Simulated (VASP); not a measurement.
An input for Ansatz (written as the equivalent of a VASP run, and not itself run):

Ansatz 0.2 input:
```yaml
crystal:
  lattice:
    - [3.4966610, 0.0000000, 0.0000000]
    - [-1.7483305, 3.0281974, 0.0000000]
    - [0.0000000, 0.0000000, 23.4630971]
  atoms:
    - { symbol: Te, position: [0.3333330, 0.6666670, 0.2258074] }
    - { symbol: Te, position: [0.6666670, 0.3333330, 0.7741926] }
    - { symbol: Te, position: [0.6666670, 0.3333330, 0.9288356] }
    - { symbol: Te, position: [0.3333330, 0.6666670, 0.0711644] }
    - { symbol: W, position: [0.3333330, 0.6666670, 0.8514144] }
    - { symbol: W, position: [0.6666670, 0.3333330, 0.1485856] }
kpoints:
  mp_grid: { grid: [8, 8, 1] }
hamiltonian:
  xc: pbesol
  pseudopotentials: { kind: paw }
scf:
  occupations: { method: tetrahedron }
  max_iter: 100
output: { forces: true, stress: true, eigenvalues: true }
```

### Question
Translate this input to VASP (INCAR, KPOINTS, POSCAR, choice of POTCAR).

### Answer
One answer among several that fit: 
### KPOINTS
```
Automatic mesh
0
Gamma
8 8 1
0 0 0
```

### POSCAR
```
Te2W
1.0
  3.4966609763   0.0000000000   0.0000000000
 -1.7483304881   3.0281974205   0.0000000000
  0.0000000000   0.0000000000  23.4630970735
Te W
4 2
Cart
 -0.0000017483   2.0187992897   5.2981403337
  1.7483322365   1.0093981308  18.1649567398
  1.7483322365   1.0093981308  21.7933601461
 -0.0000017483   2.0187992897   1.6697369274
 -0.0000017483   2.0187992897  19.9768194373
  1.7483322365   1.0093981308   3.4862776362
```

INCAR:
```
! general
SYSTEM   =  Te2W
PREC     =  Accurate
ENCUT    =  400   ! plane-wave cut-off (eV)
LREAL    =  .FALSE.
LASPH    =  .TRUE.   ! aspherical one-centre terms

! electronic loop
EDIFF    =  1E-7   ! SCF stop (eV)
NELM     =  100
ALGO     =  Normal   ! blocked Davidson
LMAXMIX  =  6   ! l cut-off of mixed one-centre charges

! smearing
ISMEAR   =  -5

! functional
GGA      =  PS

! ions
ISIF     =  2   ! forces and stress, cell fixed

! output
LWAVE    =  .FALSE.
LCHARG   =  .TRUE.
LORBIT   =  11   ! lm-projected
NEDOS    =  601   ! DOS grid

! other
LEFG     =  .TRUE.
```

POTCAR, in this order: Te W_sv (PBE.64 set). Program: vasp_std.

What does not carry over: each code has its own PAW files, so the cut-off isn't converted (ENCUT is set for VASP's; basis.ecutwfc is left out, and Ansatz then takes the one that its files recommend); Ansatz stops its SCF on the density residual and VASP on the energy change (EDIFF); the field gradients of LEFG aren't asked of the other code.

The cell is a sheet with vacuum, built from a database entry that may be metastable or hypothetical.
